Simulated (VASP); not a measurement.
Consider the following.

```
CELL_PARAMETERS angstrom
      4.60114     0.00000     0.00000
     -2.30057     3.98471     0.00000
      0.00000     0.00000     7.55566
ATOMIC_POSITIONS crystal
  In 0.33333 0.66667 0.00017
  In 0.66667 0.33333 0.50017
  Sb 0.33333 0.66667 0.37483
  Sb 0.66667 0.33333 0.87483
```

Method: PBEsol GGA, VASP's PBE PAW potentials (set 64) (plane waves; VASP). Settings: 500 eV cut-off, 8×8×4 Γ-centred mesh, first-order Methfessel-Paxton smearing of 0.10 eV, potentials In_d Sb.

Unless said otherwise, spin-orbit coupling is left out, though it shifts the bands of the heavy elements here.

**Question.** What does the run give for the energy per atom (σ→0), band gap (on the k-mesh) with the smallest direct gap where there is one?

**Answer.** 
```yaml
band gap (on the k-mesh): none (metal, semimetal or under 0.01 eV)
energy per atom (σ→0): -3.839 eV/atom
```

The absolute energy has meaning only against runs of the same code, potentials and settings.

The structure was generated: InSb was put into the wurtzite type (P6_3mc), which need not be its known phase. It was relaxed first.
